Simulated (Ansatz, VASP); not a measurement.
**Mo2H2CO2 (Mo2C(OH)2 MXene monolayer) in two plane-wave programs**

Wanted: the spread between two codes on one cell, functional and k mesh. The structure shown is the start of the Ansatz relaxation below; VASP solves that cell, so the two are compared at the walk's first step.

Main program and level: Ansatz 0.2.0; plane waves, with VASP 6.6.1 beside it; single point at PBE with D3(BJ).

## 1. The structure

The cell holds 7 atoms: 2 H, 2 O, 2 Mo and 1 C. Its edges and angles: a = 3.025 Å, b = 3.025 Å, c = 43.979 Å, α = 90.0°, β = 90.0°, γ = 120.0°. Vacuum lies along c.

## 2. Ansatz: relaxation, PBE with D3(BJ)

Ansatz runs on its default PAW (the set named soft_2) files.

The two programs are compared at the cell with which this relaxation starts, whose forces are those of its first step.

Input file input.yaml:

```yaml
crystal:
  lattice:
    - [3.024736, 0.0, 0.0]
    - [-1.512368, 2.6194982157, 0.0]
    - [0.0, 0.0, 43.9790393164]
  atoms:
    - { symbol: H, position: [0.3333333333, 0.6666666667, 0.4263394629] }
    - { symbol: O, position: [0.3333333333, 0.6666666667, 0.4486228055] }
    - { symbol: Mo, position: [0.6666666667, 0.3333333333, 0.4728625214] }
    - { symbol: C, position: [0.0, 0.0, 0.5] }
    - { symbol: Mo, position: [0.3333333333, 0.6666666667, 0.5271374786] }
    - { symbol: O, position: [0.6666666667, 0.3333333333, 0.5513771945] }
    - { symbol: H, position: [0.6666666667, 0.3333333333, 0.5736605371] }
  periodic: [true, true, false]
kpoints:
  mp_grid: { grid: [12, 12, 1] }
hamiltonian:
  xc: pbe
  dispersion: d3bj
scf:
  occupations: { method: fermi_dirac, width: 0.05 }
  convergence: { dr2_threshold: 1.0e-09 }
relax:
  f_tol: 0.004
  max_steps: 90
  cell: {}
output:
  write_potential: true
  write_density: true
  volumetric_format: npy
```

Command:

```console
$ ansatz run input.yaml --threads 2 --pin off --max-ram 3072MiB --backend cpu --events-out ev --progress --plain --runs-dir out
```

Numbers of over 12 decimals in the logs are rounded to 6 here.

What it wrote:

```text
Warning: relax.cell: scf.convergence.dr2_threshold = 1e-9 eV is looser than the 2.57771121063e-10 eV advised for a relaxation that steers and ends on the stress (1e-10 eV for each atom of the cell: 7, times the square of relax.cell.stress_2d_tol = 0.05 N/m over 16.5 Å (the atoms' height at the walk's start and 5 Å past either face), 3.034e-2 GPa, over a crystal's default 0.05). What an SCF threshold leaves in a stress goes as its square root, and in the free energy as the threshold itself, and one threshold admits the most on a small cell: [figures from the program's tests cut] Set scf.convergence.dr2_threshold to 2.57771121063e-10 eV or tighter. [rest of the remark cut]
Engine: ansatz 0.2.0, x86_64-unknown-linux-gnu
Pseudopotentials: kind: paw
Pseudopotential: H, paw, valence charge 1, recommended cutoff 420 eV (normal), H.paw.azcp
Pseudopotential: O, paw, valence charge 6, recommended cutoff 420 eV (normal), O.paw.azcp
Pseudopotential: Mo, paw, valence charge 14, recommended cutoff 420 eV (normal), Mo.paw.azcp
Pseudopotential: C, paw, valence charge 4, recommended cutoff 420 eV (normal), C.paw.azcp
Functional definition: PBE
  parameter kappa = 0.804
  parameter beta = 0.066725
  exchange = pbe_x(kappa = kappa, mu = beta*pi^2/3)
  correlation = pbe_c(beta = beta)
Crystal: 7 atoms, lattice volume = 348.459 Å³
Basis set: ecut = 420 eV, 6687 PW (Γ), exchange–correlation on 48×48×600 points (8 copies of the dense FFT grid, shifted against one another)
Bands: 30, of which v1, the nominal top of the filled ones, is band 23 counted from 1 (22 counted from 0)
Symmetry: 12 space group operations
Space group: P-3m1 (ITA 164), of the structure as read, at distance tolerance 7.0e-5 Å
k-points: 19 of 144
Non-local potential: H, projectors of the file, l = 0: 2, l = 1: 1
Non-local potential: O, projectors of the file, l = 0: 2, l = 1: 2, l = 2: 1
Non-local potential: Mo, projectors of the file, l = 0: 3, l = 1: 2, l = 2: 2, l = 3: 1
Non-local potential: C, projectors of the file, l = 0: 2, l = 1: 2, l = 2: 1
PAW form: soft (Blöchl's): semilocal exchange-correlation on the pseudo side does not see the compensation charge
PAW one-centre angular grid: H, 110 points (default); XC on 64 Gauss nodes
PAW one-centre angular grid: O, 110 points (default); XC on 64 Gauss nodes
PAW one-centre angular grid: Mo, 590 points (default); XC on 64 Gauss nodes
PAW one-centre angular grid: C, 110 points (default); XC on 64 Gauss nodes
Initial density: superposition of atomic densities (neutral atoms: chi_scale 0, normalization atom), corrected by the library's trained network
Initial wavefunctions: pseudopotential atomic-orbital guess
Functional: x = pbe(κ = 0.804, μ = 0.219515), c = pbe(β = 0.066725)
SCF iter   1: F=—  HF=-11328.174635 eV  |F-HF|=—  |Δ(HF+E_count)|=         —  Δρ=4.97e-3  dr2=7.03e-1  ethr=1.77e-3  ⟨swp⟩=13.3  Hψ=4272  notcnv=0
preconditioner: auto → LDOS  [metal: Δε(μ)=0.032 eV  Ē_g=10.758 eV  σ=0.050 eV  W_gap=0.16  n_scr=26 (ndim 8)  ℏωp=10.9 eV  f_vac=0.791  D(μ)=6.52/eV (n_scr^D=24)  β→1.0]
SCF iter   2: F=—  HF=-11328.132391 eV  |F-HF|=—  |Δ(HF+E_count)|=   4.22e-2  Δρ=2.17e-3  dr2=1.92e-1  ethr=1.53e-3  ⟨swp⟩=2.8  Hψ=859  notcnv=0  defer=2
SCF iter   3: F=—  HF=-11328.119439 eV  |F-HF|=—  |Δ(HF+E_count)|=   1.30e-2  Δρ=1.70e-3  dr2=3.15e-2  ethr=4.16e-4  ⟨swp⟩=3.7  Hψ=831  notcnv=0  defer=2
SCF iter   4: F=—  HF=-11328.117233 eV  |F-HF|=—  |Δ(HF+E_count)|=   2.21e-3  Δρ=4.42e-4  dr2=1.13e-3  ethr=6.84e-5  ⟨swp⟩=3.4  Hψ=1007  notcnv=0  defer=2
SCF iter   5: F=—  HF=-11328.117390 eV  |F-HF|=—  |Δ(HF+E_count)|=   1.56e-4  Δρ=1.06e-4  dr2=5.74e-5  ethr=2.46e-6  ⟨swp⟩=3.3  Hψ=1288  notcnv=0  defer=2
SCF iter   6: F=—  HF=-11328.117487 eV  |F-HF|=—  |Δ(HF+E_count)|=   9.71e-5  Δρ=5.63e-5  dr2=1.87e-5  ethr=1.25e-7  ⟨swp⟩=3.6  Hψ=1291  notcnv=0  defer=2
SCF iter   7: F=—  HF=-11328.117499 eV  |F-HF|=—  |Δ(HF+E_count)|=   1.22e-5  Δρ=3.56e-5  dr2=4.71e-6  ethr=4.06e-8  ⟨swp⟩=3.2  Hψ=1122  notcnv=0  defer=2
SCF iter   8: F=—  HF=-11328.117495 eV  |F-HF|=—  |Δ(HF+E_count)|=   4.40e-6  Δρ=1.41e-5  dr2=2.31e-6  ethr=1.02e-8  ⟨swp⟩=3.0  Hψ=1014  notcnv=0  defer=2
SCF iter   9: F=—  HF=-11328.117467 eV  |F-HF|=—  |Δ(HF+E_count)|=   2.74e-5  Δρ=4.31e-6  dr2=1.15e-7  ethr=5.02e-9  ⟨swp⟩=3.1  Hψ=937  notcnv=0  defer=2
[...]
SCF iter   2: F=—  HF=-11329.679488 eV  |F-HF|=—  |Δ(HF+E_count)|=   6.07e-5  Δρ=1.33e-5  dr2=1.06e-6  ethr=1.77e-8  ⟨swp⟩=2.7  Hψ=945  notcnv=0
SCF iter   3: F=—  HF=-11329.679455 eV  |F-HF|=—  |Δ(HF+E_count)|=   3.27e-5  Δρ=4.21e-6  dr2=1.21e-7  ethr=2.31e-9  ⟨swp⟩=2.8  Hψ=976  notcnv=0
SCF iter   4: F=—  HF=-11329.679455 eV  |F-HF|=—  |Δ(HF+E_count)|=   4.15e-8  Δρ=2.46e-6  dr2=9.04e-8  ethr=2.64e-10  ⟨swp⟩=3.3  Hψ=1183  notcnv=0
SCF iter   5: F=—  HF=-11329.679455 eV  |F-HF|=—  |Δ(HF+E_count)|=  9.93e-10  Δρ=8.49e-7  dr2=1.40e-8  ethr=1.97e-10  ⟨swp⟩=2.7  Hψ=909  notcnv=0
SCF iter   6: F=-11329.679455 eV  HF=-11329.679455 eV  |F-HF|=3.75e-9  |Δ(HF+E_count)|=   8.67e-9  Δρ=3.54e-7  dr2=5.66e-10  ethr=2.17e-12  ⟨swp⟩=11.3  Hψ=5171  notcnv=0
SCF 11 converged in 6 iterations: F = -11329.679455 eV  dr2 = 5.66e-10
relax step  11: F+E_penalty+E_count = -11329.67945536 eV  Δ(F+E_penalty+E_count) = -2.680e-5 eV  max|allowed force component| = 1.887e-4 eV/Å  Δτ_max = 0.0004 Å  P = -0.001 N/m  Ω = 326.135 Å³  energy of the carried Pulay correction = +6.009e-4 eV  fix = [c, alpha, beta]  reactions: c -0.000 N/m  (6 SCF iters, accepted)
iter 1 solved again at ethr=7.20e-8 eV; its pass at ethr=3.10e-3 eV (dr2=3.31e-5 eV) is discarded
SCF iter   1: F=—  HF=-11329.678973 eV  |F-HF|=—  |Δ(HF+E_count)|=         —  Δρ=8.95e-6  dr2=3.92e-8  ethr=7.20e-8  ⟨swp⟩=7.2  Hψ=7181  notcnv=0
preconditioner: auto → LDOS  [metal: Δε(μ)=0.043 eV  Ē_g=9.986 eV  σ=0.050 eV  W_gap=0.21  n_scr=26 (ndim 8)  ℏωp=11.3 eV  f_vac=0.781  D(μ)=3.49/eV (n_scr^D=18)  β→1.0]
SCF iter   2: F=—  HF=-11329.678874 eV  |F-HF|=—  |Δ(HF+E_count)|=   9.94e-5  Δρ=2.44e-6  dr2=1.31e-8  ethr=8.51e-11  ⟨swp⟩=4.7  Hψ=1868  notcnv=0
SCF iter   3: F=—  HF=-11329.678874 eV  |F-HF|=—  |Δ(HF+E_count)|=   3.98e-9  Δρ=6.35e-7  dr2=1.75e-9  ethr=2.86e-11  ⟨swp⟩=3.6  Hψ=1246  notcnv=0
SCF iter   4: F=-11329.678874 eV  HF=-11329.678874 eV  |F-HF|=2.91e-11  |Δ(HF+E_count)|=   3.49e-9  Δρ=1.06e-7  dr2=1.05e-10  ethr=2.17e-12  ⟨swp⟩=17.7  Hψ=5074  notcnv=0
SCF 12 converged in 4 iterations: F = -11329.678874 eV  dr2 = 1.05e-10
relax step  12: F+E_penalty+E_count = -11329.67887376 eV  Δ(F+E_penalty+E_count) = +5.816e-4 eV  max|allowed force component| = 3.085e-4 eV/Å  Δτ_max = 0.0000 Å  P = -0.010 N/m  Ω = 326.135 Å³  fix = [c, alpha, beta]  reactions: c -0.000 N/m  stress off target by 9.67e-3 N/m on what of the cell is left free  SCF on the basis re-selected at this cell (its energy is not comparable with the rows above)  (4 SCF iters)
basis re-selected at this cell: Δ(F+E_penalty+E_count) = +5.816e-4 eV, ΔP = -0.009 N/m vs the last step (what re-selecting the basis moved, of the pressure what is left beyond the Pulay correction that the steps carried, after the strain that the cell walked since its last selection, with what the two solves' SCF thresholds leave and, on support functions, any second-order correction that the steps lacked; it is no m [...]
WARN: The input density's exchange-correlation potential varies sharply where the density is thin. Do not read a vacuum level from v_tot or v_xc, or from such a field of the output density. On a cell that repeats whose density bears no net charge and no dipole along the vacuum's axis use v_es (v_loc + v_h of the components); under efield.dipole_correction with no amplitude use v_es + v_field, which holds any external [...]
SCF converged after 4 iterations
Free energy (F): -11329.678874 eV
Harris-Foulkes:  -11329.678874 eV  (|F-HF|=2.91e-11)
Internal energy: -11329.650498 eV  (E = F + TS)
E sigma→0 (E₀):  -11329.664686 eV
Entropy (-TS):   -0.028376 eV (-4.054 meV/atom)
Fermi energy:    -2.151706 eV
--- Per-component energies (eV) ---
  E_band       = -1022.278939
  E_kinetic    = 1353.683689
  E_local      = -228750.336270  (includes V_loc(G=0)·N_el)
  E_nonlocal   = 412.939398
  E_hartree    = 113528.770193
  E_xc         = -580.088201
  E_vxc        = -728.588161  (∫ρ·V_xc dr)
  E_paw        = -6819.427693  (= ΣΔE_a)
  E_vpaw       = -367.524358  (= ΣTr[D̂ρ^β])
  E_aug_tail   = 0.002643  (compensation charges beyond the density's cutoff)
  E_ewald      = 109526.247741
  E_disp       = -1.441999  (pairwise vdW)
  E_smearing   = -0.028376  (= −TS)
  E_closure    = -0.000000  (closes the sum)
  Σ components = -11329.678874   (vs F -11329.678874, Δ=0.00e0)
--- Forces (eV/Å), atoms counted from 1 ---
  atom   1  H      0.00000000     0.00000000    -0.00017483
  atom   2  O      0.00000000     0.00000000     0.00030852
  atom   3  Mo    -0.00000000     0.00000000    -0.00011969
  atom   4  C      0.00000000     0.00000000     0.00000000
  atom   5  Mo     0.00000000    -0.00000000     0.00011969
  atom   6  O      0.00000000    -0.00000000    -0.00030852
  atom   7  H     -0.00000000    -0.00000000     0.00017483
  max |Σ_I F_I| component: 9.25e-18 eV/Å
--- 2D stress c σ (N/m, compression-positive) ---
       -0.009673       0.000000      -0.000000
        0.000000      -0.009673      -0.000000
       -0.000000      -0.000000      -0.000000
  P = ½ c Tr σ = -0.0097 N/m
--- Band table (eV; the first three rows and the last of 19) ---
  k-point 0: bands = [... 19 lower, -5.3194, -5.3194, -3.7501, -3.7501, -2.0835, -2.0763, -2.0494, -2.0494, ... 3 higher]
  k-point 1: bands = [... 19 lower, -5.4816, -5.1679, -3.9109, -3.5740, -2.3201, -2.1198, -1.9827, -1.8542, ... 3 higher]
  k-point 2: bands = [... 19 lower, -5.7579, -5.1412, -4.0387, -3.1121, -2.5443, -2.1836, -1.7881, -1.3540, ... 3 higher]
  k-point 18: bands = [... 19 lower, -7.5839, -3.1457, -2.4035, -2.4035, -1.8088, -1.3031, -1.3031, 1.1155, ... 3 higher]
  the weakly bound empty levels are not read free of the cell's end (no_gap_told)
--- Relaxed structure (10 steps of the walk, 10 accepted, 2 SCFs on fresh bases) ---
  F+E_penalty+E_count = -11329.67887376 eV   max|allowed force component| = 3.085e-4 eV/Å   (the final SCF, on the basis selected at the relaxed cell)
  cell:  # Å, volume = 326.1354 Å³
    - [2.926246, 0.0, 0]
    - [-1.463123, 2.534203, 0]
    - [0, 0, 43.9790393164]
  atoms:
    - { symbol: H, position: [0.333333, 0.666667, 0.415366] }
    - { symbol: O, position: [0.333333, 0.666667, 0.437631] }
    - { symbol: Mo, position: [0.666667, 0.333333, 0.470575] }
    - { symbol: C, position: [0, 0, 0.5] }
    - { symbol: Mo, position: [0.333333, 0.666667, 0.529425] }
    - { symbol: O, position: [0.666667, 0.333333, 0.562369] }
    - { symbol: H, position: [0.666667, 0.333333, 0.584634] }
```

In the SCF lines HF is the Harris–Foulkes energy and dr2 the Hartree energy of the density residual, in eV; the loop may stop once dr2 is under the threshold and the program's other checks hold. Hψ counts applications of the Hamiltonian.

(Continued in part 2 of 2.)

[Lines on the potential files, build, host, timing and source positions are cut from VASP's logs without a mark.]

[Logs are printed without paths, hosts, clocks, repeated set-up lines and the standing remarks that a program may print on its own settings, such as how far it seeks lower states.]

[Hosts, paths, dates, database ids (printed as entryN), source tags and the programs' standing remarks are cut or masked in the printed files.]
